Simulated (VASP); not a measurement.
OSZICAR of a VASP run on MnO (space group Fm-3m):

OSZICAR:
```
       N       E                     dE             d eps       ncg     rms          rms(c)
DAV:   1     0.402643918888E+03    0.40264E+03   -0.19449E+04  4295   0.175E+03
DAV:   2     0.365290333468E+01   -0.39899E+03   -0.39121E+03  4233   0.513E+02
DAV:   3    -0.363110819576E+02   -0.39964E+02   -0.39411E+02  5286   0.160E+02
DAV:   4    -0.372501536800E+02   -0.93907E+00   -0.92753E+00  4510   0.251E+01
DAV:   5    -0.372658346948E+02   -0.15681E-01   -0.15678E-01  4923   0.353E+00    0.232E+01
DAV:   6    -0.328048421694E+02    0.44610E+01   -0.38687E+01  5478   0.531E+01    0.173E+01
DAV:   7    -0.328822129085E+02   -0.77371E-01   -0.31169E+00  4556   0.209E+01    0.117E+01
DAV:   8    -0.328734959234E+02    0.87170E-02   -0.87964E-01  4934   0.751E+00    0.548E+00
DAV:   9    -0.328756287935E+02   -0.21329E-02   -0.14110E-01  5585   0.458E+00    0.899E-01
DAV:  10    -0.328793272500E+02   -0.36985E-02   -0.28985E-02  4308   0.121E+00    0.264E-01
DAV:  11    -0.328793734764E+02   -0.46226E-04   -0.11772E-03  4910   0.296E-01    0.106E-01
DAV:  12    -0.328794225372E+02   -0.49061E-04   -0.11507E-04  4741   0.836E-02    0.379E-02
DAV:  13    -0.328794349886E+02   -0.12451E-04   -0.16433E-05  4664   0.336E-02    0.177E-02
DAV:  14    -0.328794388913E+02   -0.39027E-05   -0.51205E-06  4666   0.207E-02    0.634E-03
DAV:  15    -0.328794390042E+02   -0.11284E-06   -0.41441E-07  2136   0.553E-03
   1 F= -.32879439E+02 E0= -.32879439E+02  d E =-.829143E-12  mag=    -0.0000
```

Question: Which electronic solver shows in the log?

Answer: It is blocked Davidson (ALGO = Normal, or the opening steps of other solvers). The INCAR had ALGO = Normal.

Question: How was spin treated?

Answer: Collinear spin (ISPIN = 2): the summary line carries one mag value, 0.00 μB in the cell.

Question: Can the final energy be trusted as converged?

Answer: The calculation finished and met its thresholds. It stopped with EDIFF = 1E-6, NELM = 100 (PBE GGA, plane waves, VASP's PBE PAW potentials (set 64)).

The structure is a typed MnO crystal. The cell was not relaxed at this level, and its volume differs by -5.9 % from the start's.
